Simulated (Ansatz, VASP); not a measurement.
# Tc: VASP beside Ansatz, part 2 of 2

One calculation is typed for both programs; each brings its own data sets. How far apart do they land? Of the first pair: The cell is taken from a series of runs on this material, whose earlier steps may have relaxed, scaled, displaced or heated it; both programs get it as it stands.

VASP 6.6.1 and Ansatz 0.2.0.

So far: Set-up; Ansatz: relaxation of cell and atoms, BLYP with D3(BJ); VASP: relaxation of cell and atoms, BLYP with D3(BJ); Side by side.

### 5. VASP: relaxation of cell and atoms, BLYP

Level of this step: BLYP; plane waves and PAW (Tc_pv) (VASP).

The relaxed volume is the usual yardstick between codes: in a stiff, nearly cubic crystal its relative difference is about their pressure difference at one cell divided by the bulk modulus.

The input, INCAR:

```
SYSTEM = Tc
PREC = Accurate
ENCUT = 500
EDIFF = 1E-07
NELM = 120
ISMEAR = 0
SIGMA = 0.1
LREAL = .FALSE.
ALGO = Normal
GGA = B5
ALDAX = 1
AGGAX = 1
AGGAC = 1
ALDAC = 0
NBANDS = 19
LASPH = .TRUE.
LORBIT = 11
LWAVE = .FALSE.
LCHARG = .FALSE.
ISIF = 3
IBRION = 2
NSW = 80
EDIFFG = -0.005
GGA_COMPAT = .FALSE.
NELMIN = 4
KPAR = 2
```

The input, POSCAR:

```
Tc
1.0
    2.7953748032      0.0000000000      0.0000000000
   -1.3976874016      2.4208660102      0.0000000000
    0.0000000000      0.0000000000      4.4447648084
Tc
2
Direct
    0.3333333333      0.6666666667      0.2500000000
    0.6666666667      0.3333333333      0.7500000000
```

The input, KPOINTS:

```
Automatic mesh
0
Gamma
15 15 8
0 0 0
```

PAW data sets: Tc_pv (PBE family, release 64).

Launch:

```
mpirun -np 2 vasp_std
```

Numbers of over 12 decimals in the logs are rounded to 6 here.

What it wrote:

```text
[banner, memory and clock lines left out]
running    2 mpi-ranks, on    1 nodes
[...]
[... a notice as in an earlier step ...]

 LDA part: xc-table for (Slater(with rela. corr.)+VWN5), standard interpolation
 POSCAR, INCAR and KPOINTS ok, starting setup
[...]
entering main loop
       N       E                     dE             d eps       ncg     rms          rms(c)
DAV:   1     0.311476846037E+03    0.31148E+03   -0.16220E+04  5170   0.139E+03
DAV:   2    -0.113101555054E+02   -0.32279E+03   -0.31687E+03  5488   0.414E+02
DAV:   3    -0.191616634573E+02   -0.78515E+01   -0.77628E+01  5629   0.759E+01
DAV:   4    -0.192145505941E+02   -0.52887E-01   -0.52867E-01  5565   0.676E+00
[...]
DAV:  12    -0.179070631136E+02    0.28010E-06   -0.69098E-08  3036   0.221E-03    0.408E-04
DAV:  13    -0.179070632641E+02   -0.15054E-06   -0.79100E-09  2769   0.756E-04    0.546E-05
DAV:  14    -0.179070632850E+02   -0.20888E-07   -0.85987E-10  2733   0.255E-04
   1 F= -.17907063E+02 E0= -.17902528E+02  d E =-.179071E+02
[...]
DAV:   5    -0.179070260737E+02   -0.56488E-06   -0.12424E-06  5742   0.103E-02    0.226E-03
DAV:   6    -0.179070261848E+02   -0.11109E-06   -0.17814E-07  4471   0.327E-03    0.301E-04
DAV:   7    -0.179070262009E+02   -0.16113E-07   -0.58150E-09  2643   0.629E-04
   2 F= -.17907026E+02 E0= -.17902478E+02  d E =0.370841E-04
 trial-energy change:    0.000037  1 .order    0.000039   -0.000050    0.000127
 step:   0.2915(harm=  0.2813)  dis= 0.00000  next Energy=   -17.907071 (dE=-0.726E-05)
[...]
N       E                     dE             d eps       ncg     rms          rms(c)
DAV:   1    -0.179077246104E+02   -0.69843E-03   -0.16605E-02  5391   0.143E+00    0.260E-01
DAV:   2    -0.179070761529E+02    0.64846E-03   -0.16756E-03  5373   0.405E-01    0.363E-02
DAV:   3    -0.179070577088E+02    0.18444E-04   -0.13187E-04  5532   0.107E-01    0.381E-02
DAV:   4    -0.179070702342E+02   -0.12525E-04   -0.79563E-06  5253   0.225E-02    0.172E-03
DAV:   5    -0.179070706561E+02   -0.42190E-06   -0.65779E-07  5706   0.752E-03    0.155E-03
DAV:   6    -0.179070706862E+02   -0.30022E-07   -0.83031E-08  2883   0.232E-03
   3 F= -.17907071E+02 E0= -.17902532E+02  d E =-.740116E-05
[...]
reached required accuracy - stopping structural energy minimisation
```

From OUTCAR (step 5):

```text
  Total        0.0004267      0.0004267     -0.0055423      0.0000000      0.0000000      0.0000000
  in kB        0.0227183      0.0227183     -0.2950563      0.0000000      0.0000000      0.0000000
  external PRESSURE =      -0.0832066 kB  Pullay stress =       0.0000000 kB

 POSITION                                       TOTAL-FORCE (eV/Angst)
 -----------------------------------------------------------------------------------
     -0.00000      1.61424      1.11134        -0.000000     -0.000000      0.000000
      1.39797      0.80712      3.33403         0.000000      0.000000      0.000000
 -----------------------------------------------------------------------------------
    total drift:                               -0.000000      0.000000     -0.000000

  FREE ENERGIE OF THE ION-ELECTRON SYSTEM (eV)
  ---------------------------------------------------
  free  energy   TOTEN  =       -17.9070706862 eV

  energy  without entropy=      -17.8979930529  energy(sigma->0) =      -17.90253187

[... 2 parts as in an earlier step ...]

[... 2 further parts left out ...]
[key lines of the parts left out:]
E-fermi :  12.3516
```

### 6. Ansatz: relaxation of cell and atoms, BLYP

Its own start cell and the same functional (in two slightly different forms), mesh and smearing now go to Ansatz, which takes its cutoff from its data sets.

The two relaxations start from unlike cells of this crystal (the structure described is Ansatz's start), so only their ends are compared.

The input, input.yaml:

```yaml
crystal:
  lattice:
    - [2.74, 0.0, 0.0]
    - [-1.37, 2.3729096064, 0.0]
    - [0.0, 0.0, 4.398]
  atoms:
    - { symbol: Tc, position: [0.3333333333, 0.6666666667, 0.25] }
    - { symbol: Tc, position: [0.6666666667, 0.3333333333, 0.75] }
kpoints:
  mp_grid: { grid: [15, 15, 8] }
hamiltonian:
  xc: blyp
scf:
  occupations: { method: gaussian, width: 0.1 }
output:
  forces: true
  stress: true
  eigenvalues: true
  write_density: true
  write_potential: true
  elf: true
  volumetric_format: npy
relax:
  adjacent_minimum: "off"
  f_tol: 0.005
  max_steps: 60
  cell: { stress_tol: 0.03 }
```

Launch:

```
ansatz run input.yaml --threads 4 --pin off --max-ram 8192MiB --backend cpu --events-out ev --progress --plain --runs-dir out
```

What it wrote:

```text
[...]
Crystal: 2 atoms, lattice volume = 28.595 Å³
Basis set: ecut = 500 eV, 713 PW (Γ), exchange–correlation on 40×40×72 points (8 copies of the dense FFT grid, shifted against one another)
Bands: 19, of which v1, the nominal top of the filled ones, is band 15 counted from 1 (14 counted from 0)
Symmetry: 24 space group operations
[...]
k-points: 135 of 1800
[...]
k-point 134: bands = [... 11 lower, 18.5973, 19.9461, 19.9461, 21.4803, 21.4803, 23.9405, 23.9405, 30.4713]
--- Relaxed structure (6 steps of the walk, 5 accepted, 2 SCFs on fresh bases) ---
[...]
cell:  # Å, volume = 30.1125 Å³
    - [2.796335, 0.0, 0.0]
    - [-1.398168, 2.421697, 0.0]
    - [0.0, 0.0, 4.446701]
  atoms:
    - { symbol: Tc, position: [0.333333, 0.666667, 0.25] }
    - { symbol: Tc, position: [0.666667, 0.333333, 0.75] }
[key lines of the parts left out:]
SCF converged after 6 iterations
Free energy (F): -10822.899692 eV
Fermi energy:    21.560858 eV
P = ⅓ Tr σ = 0.0013 GPa (0.013 kbar)
```

### 7. Side by side

What differs besides the data sets and the points named for the pairs above, as far as they apply: the data sets hold 30 valence electrons in Ansatz (on its default PAW (the set named soft_2) files) and 26 in VASP. Total energies have different zeros and are not compared.

Compared:

| quantity | Ansatz | VASP | difference |
| --- | --- | --- | --- |
| volume (Å³) | 30.11 | 30.10 | +0.06 % |
| edge a after relaxation, in the typed setting (Å) | 2.796 | 2.796 | +0.01 % |
| edge c after relaxation, in the typed setting (Å) | 4.447 | 4.445 | +0.03 % |

### 8. Outcome

```
difference in volume (relaxation of cell and atoms, BLYP with D3(BJ)) : 0.025 %
difference in volume (relaxation of cell and atoms, BLYP)             : 0.058 %
```

In words: The difference in volume is 0.058 % (relaxation of cell and atoms, BLYP), within the 1.2 % picked in this series as the mark of a large difference, as far as the stopping tolerances let one tell. The data sets hold unlike numbers of valence electrons (30 in Ansatz and 26 in VASP), so part of the differences comes from the potentials. 1 further run of this series is not shown here. How closely two codes agree says nothing of how well the functional describes the real material.

[Lines on the potential files, build, host, timing and source positions are cut from VASP's logs without a mark.]

[Logs are printed without paths, hosts, clocks, repeated set-up lines and the standing remarks that a program may print on its own settings, such as how far it seeks lower states.]

[Hosts, paths, dates, database ids (printed as entryN), source tags and the programs' standing remarks are cut or masked in the printed files.]
